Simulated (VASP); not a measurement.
A convergence study with VASP on BN (zinc blende): one setting is varied, all else stays as given below, so the limit is that of these other settings.

```
BN
1.0
    0.00000     1.80750     1.80750
    1.80750     0.00000     1.80750
    1.80750     1.80750     0.00000
B N
1 1
Direct
  0.00000   0.00000   0.00000
  0.25000   0.25000   0.25000
```

These are LDA (Ceperley-Alder, Perdew-Zunger), VASP's LDA PAW potentials (set 64) (plane waves; VASP) values and carry that method's errors. The tightest run used: 700 eV cut-off, 18×18×18 Monkhorst-Pack mesh, Gaussian smearing of 0.050 eV, potentials B N.

```csv
setting,E (eV/atom),pressure (GPa),irreducible k-points
1×1×1 mesh,2.9069,250.52,1
2×2×2 mesh,-9.6723,-10.22,2
3×3×3 mesh,-9.5192,-7.15,4
```

These are the cheaper rows. Estimate the results at 18×18×18 mesh, and how far the last row shown lies from them.

| quantity | tightest run | last row shown is off by |
|---|---|---|
| E (eV/atom) | -9.7049 | 0.1858 |
| pressure (GPa) | -10.45 | 3.29 |

Left out are rungs that failed or repeat a setting and relaxations that didn't move; long series are thinned to 24 rows.

The compound is BN in the zinc blende structure. The cell was not relaxed at this level.
